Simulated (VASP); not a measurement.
All values below come from PBE GGA, VASP's PBE PAW potentials (set 64) (plane waves; VASP).

The input files of a VASP run:

File POSCAR:
```
MgI2
1
    2.1160970000    -3.6825960000     0.0000000000
    2.1160970000     3.6825960000     0.0000000000
    0.0000000000     0.0000000000     6.7694490000
Mg I
1 2
Direct
  0.0000000000   0.0000000000   0.0000000000
  0.3333330000   0.6666670000   0.2420000000
  0.6824250000   0.3490910000   0.7580000000
```

### INCAR
```
SYSTEM=MgI2
PREC=Accurate; ENCUT=800; LREAL=.FALSE.
LASPH=.TRUE.
EDIFF=1E-6; NELM=100; ALGO=Normal
LMAXMIX=4
ISMEAR=0; SIGMA=0.05
GGA=PE
ISIF=2
LWAVE=.FALSE.; LCHARG=.FALSE.
```

File KPOINTS:
```
Automatic mesh
0
Gamma
6 6 3
0 0 0
```

POTCAR, in this order: Mg I (PBE.64 set). Program: vasp_std.

The resulting files:

OSZICAR:
```
       N       E                     dE             d eps       ncg     rms          rms(c)
DAV:   1     0.967443785763E+02    0.96744E+02   -0.73979E+03  1344   0.147E+03
DAV:   2     0.298087313852E+00   -0.96446E+02   -0.89280E+02  1892   0.175E+02
DAV:   3    -0.769173292578E+01   -0.79898E+01   -0.79487E+01  1692   0.583E+01
DAV:   4    -0.786036364717E+01   -0.16863E+00   -0.16857E+00  1680   0.100E+01
DAV:   5    -0.786443022931E+01   -0.40666E-02   -0.40663E-02  1784   0.163E+00    0.383E+00
DAV:   6    -0.772309823911E+01    0.14133E+00   -0.16353E-01  1460   0.224E+00    0.267E+00
DAV:   7    -0.769547084883E+01    0.27627E-01   -0.14952E-01  1548   0.218E+00    0.775E-01
DAV:   8    -0.769392179702E+01    0.15491E-02   -0.98405E-03  1508   0.612E-01    0.242E-01
DAV:   9    -0.769408422505E+01   -0.16243E-03   -0.10257E-03  1704   0.238E-01    0.883E-02
DAV:  10    -0.769407187561E+01    0.12349E-04   -0.30516E-05  1604   0.473E-02    0.406E-02
DAV:  11    -0.769407987044E+01   -0.79948E-05   -0.19253E-05  1564   0.344E-02    0.231E-02
DAV:  12    -0.769408067018E+01   -0.79973E-06   -0.86508E-07  1196   0.738E-03
   1 F= -.76940807E+01 E0= -.76940807E+01  d E =-.666861E-13
```

OUTCAR:
```
------------------------ aborting loop because EDIFF is reached ----------------------------------------
  FORCE on cell =-STRESS in cart. coord.  units (eV):
  Direction    XX          YY          ZZ          XY          YZ          ZX
  --------------------------------------------------------------------------------------
  Total        0.0009459     -0.0954186      0.8040662     -0.0039520      0.0107094      0.1713053
  in kB        0.0143638     -1.4490073     12.2103869     -0.0600141      0.1626304      2.6014082
  external PRESSURE =       3.5919145 kB  Pullay stress =       0.0000000 kB
  volume of cell :      105.50
      direct lattice vectors                 reciprocal lattice vectors
     2.116097000 -3.682596000  0.000000000     0.236284064 -0.135773786  0.000000000
     2.116097000  3.682596000  0.000000000     0.236284064  0.135773786  0.000000000
     0.000000000  0.000000000  6.769449000     0.000000000  0.000000000  0.147722510
 POSITION                                       TOTAL-FORCE (eV/Angst)
 -----------------------------------------------------------------------------------
      0.00000      0.00000      0.00000         0.073889      0.007673      0.009788
      2.11610      1.22753      1.63821         0.027034     -0.001563     -0.010074
      2.18279     -1.22753      5.13124        -0.100923     -0.006109      0.000286
 -----------------------------------------------------------------------------------
    total drift:                                0.000022     -0.000005     -0.000002
  FREE ENERGIE OF THE ION-ELECTRON SYSTEM (eV)
  ---------------------------------------------------
  free  energy   TOTEN  =        -7.6940806702 eV

  energy  without entropy=       -7.6940806702  energy(sigma->0) =       -7.69408067
```
(Selected blocks of OUTCAR.)

The compound is MgI2 in the 1T layered structure. The cell was not relaxed at this level, atoms are displaced from their ideal sites. The run is one of a series of settings (ENCUT = 800 against the base run), some of them coarse on purpose.
